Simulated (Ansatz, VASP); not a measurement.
# Ni3Pt in VASP and in Ansatz

INCAR

```
ALGO = Normal ; EDIFF = 1E-6
ENCUT = 520 ; ISIF = 2
ISMEAR = -1 ; ISPIN = 2
LASPH = True ; LCHARG = False
LDAU = True ; LDAUJ = 0 0
LDAUL = 2 2 ; LDAUPRINT = 1
LDAUTYPE = 2 ; LDAUU = 3 3
LMAXMIX = 4 ; LORBIT = 11
LREAL = False ; LWAVE = False
MAGMOM = 1.5 1.5 1.5 0.6 ; NBANDS = 32
NELM = 150 ; PREC = Accurate
SIGMA = 0.05
```

The input KPOINTS:

```
k-points
0
Gamma
  9 9 9
```

POSCAR

```
Ni3Pt
1.0
    3.6245667900      0.0000000000      0.0000000000
    0.0000000000      3.6245667900      0.0000000000
    0.0000000000      0.0000000000      3.6245667900
Ni Pt
3 1
Direct
    0.5000000000      0.0000000000      0.5000000000
    0.0000000000      0.5000000000      0.5000000000
    0.5000000000      0.5000000000      0.0000000000
    0.0000000000      0.0000000000      0.0000000000
```

Input for Ansatz:

```yaml
crystal:
  lattice:
    - [3.62456679, 0.0, 0.0]
    - [0.0, 3.62456679, 0.0]
    - [0.0, 0.0, 3.62456679]
  atoms:
    - { symbol: Ni, position: [0.5, 0.0, 0.5], spin: 1.5 }
    - { symbol: Ni, position: [0.0, 0.5, 0.5], spin: 1.5 }
    - { symbol: Ni, position: [0.5, 0.5, 0.0], spin: 1.5 }
    - { symbol: Pt, position: [0.0, 0.0, 0.0], spin: 0.6 }
magnetization:
  spin_polarized: true
kpoints:
  mp_grid: { grid: [9, 9, 9] }
scf:
  occupations: { method: fermi_dirac, width: 0.05 }
hamiltonian:
  xc: lda
  pseudopotentials: { kind: paw }
  hubbard:
    sites: [{ species: Ni, l: d, u_eff: 3 }, { species: Pt, l: d, u_eff: 3 }]
output:
  forces: true
  stress: true
  eigenvalues: true
  hubbard: { sites: [{ species: Ni, l: d }, { species: Pt, l: d }] }
  populations: true
```

Alike in both runs: task single point; functional LDA; k mesh 9 × 9 × 9; occupations fermi-dirac, width 0.05 eV; collinear spin; Hubbard terms Ni d U = 3.0 eV, Pt d U = 3.0 eV.

|  | VASP | Ansatz |
| --- | --- | --- |
| version | VASP 6.6.1 | Ansatz 0.2.0 |
| potentials or method | VASP PAW LDA potentials, release 64 (Ni, Pt) | PAW with Ansatz's default frozen-core files, scalar-relativistic |
| plane-wave cutoff (eV) | 520 | 420 |
| valence electrons in the cell | 40 | 72 |

```csv
,VASP,Ansatz,Ansatz less VASP
pressure (GPa),-17.3,-8.8,+8.45
largest component of the traceless stress (GPa),0.00,0.28,+0.282
net moment per atom (μB),0.63,0.61,-0.017
size of the moment on the site where the two differ most (μB),0.30,0.27,-0.034
```

Site moments also hang on the region over which each program counts them. The programs project onto different local orbitals, so the same U acts differently. The two sets of potentials don't hold the same shells in valence. Ansatz warned: «filled_band_counts_differ_across_k_points».

Caveats: the U is typed as a test and isn't derived for this compound. The state reached can hang on the start; a lower one may exist. Spin-orbit coupling is left out, which matters for the levels of Pt.
